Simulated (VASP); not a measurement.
These are vdW-DF2, VASP's PBE PAW potentials (set 64) (plane waves; VASP) values and carry that method's errors.

VASP ran on this input.

### KPOINTS
```
Automatic mesh
0
Gamma
10 10 4
0 0 0
```

### POSCAR
```
BN
1
    1.2347951521    -2.1387283290     0.0000000000
    1.2347951521     2.1387283290     0.0000000000
    0.0000000000     0.0000000000     6.7822319630
B N
2 2
Direct
  0.3333330000   0.6666670000   0.2500000000
  0.6666670000   0.3333330000   0.7500000000
  0.6666670000   0.3333330000   0.2500000000
  0.3333330000   0.6666670000   0.7500000000
```

**INCAR**
```
SYSTEM = BN
PREC = Accurate
ENCUT = 520
EDIFF = 1E-7
NELM = 100
ALGO = Normal
LREAL = .FALSE.
LASPH = .TRUE.
ISMEAR = 0
SIGMA = 0.05
GGA = ML
ZAB_VDW = -1.8867
LUSE_VDW = .TRUE.
AGGAC = 0.0
LWAVE = .FALSE.
LCHARG = .FALSE.
ISIF = 4
IBRION = 2
NSW = 30
EDIFFG = -0.01
```

POTCAR, in this order: B N (PBE.64 set). Program: vasp_std.

The run wrote:

**OSZICAR**
```
       N       E                     dE             d eps       ncg     rms          rms(c)
DAV:   1     0.747518141921E+02    0.74752E+02   -0.85970E+03  1016   0.124E+03
DAV:   2    -0.301313245359E+02   -0.10488E+03   -0.96528E+02  1440   0.280E+02
DAV:   3    -0.346043062651E+02   -0.44730E+01   -0.44481E+01  1312   0.610E+01
DAV:   4    -0.346499719151E+02   -0.45666E-01   -0.45642E-01  1228   0.676E+00
DAV:   5    -0.346506666177E+02   -0.69470E-03   -0.69463E-03  1296   0.830E-01    0.128E+01
DAV:   6    -0.303213242145E+02    0.43293E+01   -0.11668E+01  1172   0.288E+01    0.525E+00
DAV:   7    -0.299869146821E+02    0.33441E+00   -0.74244E-01  1236   0.765E+00    0.336E+00
DAV:   8    -0.298855955741E+02    0.10132E+00   -0.51622E-01  1220   0.546E+00    0.469E-01
DAV:   9    -0.298792242984E+02    0.63713E-02   -0.21004E-02  1208   0.130E+00    0.263E-01
DAV:  10    -0.298796776993E+02   -0.45340E-03   -0.17397E-03  1248   0.488E-01    0.488E-02
DAV:  11    -0.298797107363E+02   -0.33037E-04   -0.28695E-04  1244   0.152E-01    0.312E-02
DAV:  12    -0.298797013616E+02    0.93746E-05   -0.85125E-05  1268   0.860E-02    0.472E-03
DAV:  13    -0.298797014400E+02   -0.78395E-07   -0.17296E-06  1264   0.133E-02    0.115E-03
DAV:  14    -0.298797012749E+02    0.16516E-06   -0.21780E-07  1112   0.458E-03    0.597E-04
DAV:  15    -0.298797011755E+02    0.99374E-07   -0.37691E-08   740   0.182E-03
   1 F= -.29879701E+02 E0= -.29879701E+02  d E =-.298797E+02
       N       E                     dE             d eps       ncg     rms          rms(c)
DAV:   1    -0.302399998947E+02   -0.36030E+00   -0.13109E+01  1012   0.331E+01    0.232E+00
DAV:   2    -0.300451177107E+02    0.19488E+00   -0.26624E-01  1224   0.445E+00    0.131E+00
DAV:   3    -0.299705515849E+02    0.74566E-01   -0.13040E-01  1224   0.262E+00    0.367E-01
DAV:   4    -0.299676555679E+02    0.28960E-02   -0.78350E-03  1288   0.741E-01    0.956E-02
DAV:   5    -0.299674985258E+02    0.15704E-03   -0.65434E-04  1164   0.255E-01    0.365E-02
DAV:   6    -0.299674623396E+02    0.36186E-04   -0.10437E-04  1256   0.929E-02    0.628E-03
DAV:   7    -0.299674635727E+02   -0.12331E-05   -0.96114E-06  1188   0.272E-02    0.455E-03
DAV:   8    -0.299674639086E+02   -0.33589E-06   -0.10164E-07   892   0.371E-03    0.292E-03
DAV:   9    -0.299674638401E+02    0.68445E-07   -0.33798E-07  1028   0.469E-03
   2 F= -.29967464E+02 E0= -.29967464E+02  d E =-.877627E-01
       N       E                     dE             d eps       ncg     rms          rms(c)
DAV:   1    -0.299701557860E+02   -0.26919E-02   -0.92336E-02  1016   0.274E+00    0.194E-01
DAV:   2    -0.299687810536E+02    0.13747E-02   -0.16713E-03  1216   0.359E-01    0.109E-01
DAV:   3    -0.299682283274E+02    0.55273E-03   -0.10968E-03  1224   0.242E-01    0.290E-02
DAV:   4    -0.299682134679E+02    0.14859E-04   -0.59359E-05  1288   0.707E-02    0.813E-03
DAV:   5    -0.299682126043E+02    0.86361E-06   -0.13690E-05  1200   0.323E-02    0.628E-03
DAV:   6    -0.299682119839E+02    0.62041E-06   -0.33602E-06  1196   0.161E-02    0.429E-04
DAV:   7    -0.299682119537E+02    0.30204E-07   -0.99273E-08   704   0.309E-03
   3 F= -.29968212E+02 E0= -.29968212E+02  d E =-.885108E-01
```

File OUTCAR:
```
------------------------ aborting loop because EDIFF is reached ----------------------------------------
  FORCE on cell =-STRESS in cart. coord.  units (eV):
  Direction    XX          YY          ZZ          XY          YZ          ZX
  --------------------------------------------------------------------------------------
  Total        0.5515854      0.5515856      0.5570075     -0.0000000     -0.0000000      0.0000000
  in kB       24.6700582     24.6700682     24.9125671     -0.0000000     -0.0000000      0.0000000
  external PRESSURE =      24.7508978 kB  Pullay stress =       0.0000000 kB
  volume of cell :       35.82
      direct lattice vectors                 reciprocal lattice vectors
     1.257552941 -2.178146027  0.000000000     0.397597575 -0.229553021 -0.000000000
     1.257552941  2.178146027  0.000000000     0.397597575  0.229553021 -0.000000000
     0.000000000  0.000000000  6.538978472    -0.000000000  0.000000000  0.152929086
  FREE ENERGIE OF THE ION-ELECTRON SYSTEM (eV)
  ---------------------------------------------------
  free  energy   TOTEN  =       -29.9682119537 eV

  energy  without entropy=      -29.9682119537  energy(sigma->0) =      -29.96821195

 reached required accuracy - stopping structural energy minimisation
```
(Selected blocks of OUTCAR.)

### CONTCAR
```
BN
   1.00000000000000
     1.2575529409954052   -2.1781460265326200    0.0000000000000000
     1.2575529409954052    2.1781460265326200    0.0000000000000000
     0.0000000000000000    0.0000000000000000    6.5389784720510393
  B               N
     2     2
Direct
     0.3333330000000032    0.6666669999999968    0.2500000000000000
     0.6666669999999968    0.3333330000000032    0.7500000000000000
     0.6666669999999968    0.3333330000000032    0.2500000000000000
     0.3333330000000032    0.6666669999999968    0.7500000000000000
```

OUTCAR:
```
 val. band max:        2.3159169319   @ k =   0.3000   0.3000   0.0000

 cond. band min:       6.6260414889   @ k =   0.5000  -0.0000   0.0000


 Fermi energy:         2.5461627510

 k-point     1 :       0.0000    0.0000    0.0000
  band No.  band energies     occupation
      1     -15.3328      2.00000
      2     -14.9952      2.00000
      3      -3.8891      2.00000
      4      -1.5412      2.00000
      5       0.7733      2.00000
      6       0.7734      2.00000
      7       0.8170      2.00000
      8       0.8171      2.00000
      9       7.4733      0.00000
     10      12.5618      0.00000
     11      13.8066      0.00000
     12      13.8067      0.00000

 k-point     2 :       0.1000   -0.0000    0.0000
  band No.  band energies     occupation
      1     -15.1427      2.00000
      2     -14.8128      2.00000
      3      -3.6244      2.00000
      4      -1.3079      2.00000
      5       0.0278      2.00000
      6       0.0673      2.00000
      7       0.4270      2.00000
      8       0.4771      2.00000
      9       7.8202      0.00000
     10      12.4040      0.00000
     11      13.6195      0.00000
     12      13.8904      0.00000

 k-point     3 :       0.2000   -0.0000    0.0000
  band No.  band energies     occupation
      1     -14.5884      2.00000
      2     -14.2825      2.00000
      3      -2.8451      2.00000
      4      -1.7674      2.00000
      5      -1.7118      2.00000
      6      -0.6315      2.00000
      7      -0.3568      2.00000
      8      -0.2957      2.00000
      9       8.7076      0.00000
     10      11.7243      0.00000
     11      12.6043      0.00000
     12      13.1740      0.00000

 k-point     4 :       0.3000    0.0000    0.0000
  band No.  band energies     occupation
      1     -13.7352      2.00000
      2     -13.4737      2.00000
      3      -3.8715      2.00000
      4      -3.7866      2.00000
      5      -1.6117      2.00000
      6      -1.1599      2.00000
...
```

The compound is BN in the hex structure. This cell is one point of a volume scan, at 0.94 of the reference volume. Symmetry was kept, so distortions that lower it aren't found.
